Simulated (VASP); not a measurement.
Here is the system:

```
Nb
1.0
   -1.65000     1.65000     1.65000
    1.65000    -1.65000     1.65000
    1.65000     1.65000    -1.65000
Nb
1
Direct
  0.00000   0.00000   0.00000
```

Method: PBEsol GGA, VASP's PBE PAW potentials (set 64) (plane waves; VASP). Run with 480 eV cut-off, 14×14×14 Γ-centred mesh, first-order Methfessel-Paxton smearing of 0.10 eV, potentials Nb_sv.

Energy and stress use the plane-wave basis of the starting cell.

Q: The ions, cell shape and volume are relaxed. Which structure does the run end with?

A: 
```
Nb
1.0
   -1.63472     1.63472     1.63472
    1.63472    -1.63472     1.63472
    1.63472     1.63472    -1.63472
Nb
1
Direct
  0.00000   0.00000   0.00000
```
Space group Im-3m (229), at a tolerance of 0.03 Å.

Q: How do energy and volume change from the first to the last step?

A: The energy (σ→0) changes by -7.5 meV/atom and the volume by -2.8 %, in 4 ionic steps.

The compound is Nb in the bcc structure. This run relaxes it. Symmetry was kept, so distortions that lower it aren't found.
